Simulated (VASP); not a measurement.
Here is a VASP 6.6.1 calculation.

Contents of INCAR:

```
SYSTEM = Ba2C3
ALGO = Normal
EDIFF = 1E-7
EDIFFG = -0.01
ENCUT = 600
GGA = PE
IBRION = 2
ISIF = 3
ISMEAR = 0
LASPH = .True.
LCHARG = .False.
LREAL = .False.
LWAVE = .False.
NELM = 100
NSW = 100
PREC = Accurate
SIGMA = 0.1
```

The input KPOINTS:

```
k-points
0
Gamma
  8 8 8
  0 0 0
```

File POSCAR:

```
Ba2C3
1.0
    4.7857087020      0.0000000000      0.0000000000
    0.0000000000      4.7857087020      0.0000000000
    0.0000000000      0.0000000000      4.7857087020
Ba C
2 3
Direct
    0.5000000000      0.5000000000      0.5000000000
    0.0000000000      0.0000000000      0.0000000000
    0.5000000000      0.0000000000      0.0000000000
    0.0000000000      0.5000000000      0.0000000000
    0.0000000000      0.0000000000      0.5000000000
```

Potentials or basis: VASP PAW PBE potentials, release 64 (Ba_sv, C).

Command:

```sh
$ cat potpaw_PBE.64/Ba_sv/POTCAR potpaw_PBE.64/C/POTCAR > POTCAR
$ mpirun -np 1 vasp_std > vasp.out
```

(1) Estimate the band gap on the k mesh.

(2) Estimate the space group after relaxing (to 0.05 Å).

(3) What does it give for the relaxed volume?

Results:

(1) none (metal or under the smearing width).

(2) Pm-3m (No. 221).

(3) 23.25 Å³/atom.
